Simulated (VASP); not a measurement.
Input for VASP

File KPOINTS:
```
Automatic mesh
0
Gamma
10 10 10
0 0 0
```

**POSCAR**
```
NaF
1
    0.0000000000     2.2483000031     2.2483000031
    2.2483000031     0.0000000000     2.2483000031
    2.2483000031     2.2483000031     0.0000000000
Na F
1 1
Direct
  0.0000000000   0.0000000000   0.0000000000
  0.5000000000   0.5000000000   0.5000000000
```

### INCAR
```
GGA = PS   # PBEsol
LWAVE = .FALSE.
LASPH = .TRUE.   # aspherical one-centre terms
ISIF = 3   # ions, shape and volume
IBRION = 2
PSTRESS = 50
ENCUT = 620
SIGMA = 0.05
PREC = Accurate
EDIFF = 1E-6
NSW = 40   # most ionic steps
SYSTEM = NaF
LCHARG = .FALSE.
EDIFFG = -0.02   # ionic stop
LREAL = .FALSE.
NELM = 100
ALGO = Normal   # blocked Davidson
ISMEAR = 0
```

POTCAR, in this order: Na_pv F (PBE.64 set). Program: vasp_std.

Q: Write an equivalent input for Ansatz.

A: One equivalent input (not run):
Ansatz 0.2 input:
```yaml
crystal:
  lattice:
    - [0.0000000, 2.2483000, 2.2483000]
    - [2.2483000, 0.0000000, 2.2483000]
    - [2.2483000, 2.2483000, 0.0000000]
  atoms:
    - { symbol: Na, position: [0.0000000, 0.0000000, 0.0000000] }
    - { symbol: F, position: [0.5000000, 0.5000000, 0.5000000] }
kpoints:
  mp_grid: { grid: [10, 10, 10] }
hamiltonian:
  xc: pbesol
  pseudopotentials: { kind: paw }
scf:
  occupations: { method: gaussian, width: 0.05 }
  max_iter: 100
relax:
  max_steps: 40
  f_tol: 0.02
  cell: { p_target: 5 }
output: { forces: true, stress: true, eigenvalues: true }
```
Limits of the translation: each code has its own PAW files, so the cut-off isn't converted (ENCUT is set for VASP's; basis.ecutwfc is left out, and Ansatz then takes the one that its files recommend); Ansatz stops its SCF on the density residual and VASP on the energy change (EDIFF).

The compound is NaF in the rock salt structure. It was relaxed first under an external pressure of 5 GPa.
